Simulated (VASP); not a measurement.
Here is the system:

```yaml
crystal:
  lattice:
    - [3.01409, 0.00000, 0.00000]
    - [0.00000, 3.01409, 0.00000]
    - [0.00000, 0.00000, 3.01409]
  atoms:
    - { symbol: Al, position: [0.50000, 0.50000, 0.50000] }
    - { symbol: Ru, position: [0.00000, 0.00000, 0.00000] }
```

All values below come from LDA (Ceperley-Alder, Perdew-Zunger), VASP's LDA PAW potentials (set 64) (plane waves; VASP). Numerical set-up: 520 eV cut-off, 12×12×12 Γ-centred mesh, first-order Methfessel-Paxton smearing of 0.10 eV, potentials Al Ru_pv.

Problem. The job: RuAl (CsCl type), 2 atoms, LDA, static run, 520 eV, 12×12×12 Γ-centred mesh. Roughly how much core time does it take on a busy server core?

Solution. About 8 core-seconds (one run on a shared machine, a rough figure). It had 84 irreducible k-points, 12 bands, up to 756 plane waves and 12 electronic steps.

The compound is RuAl in the CsCl type structure. This cell is one point of a volume scan, at 1.06 of the reference volume.
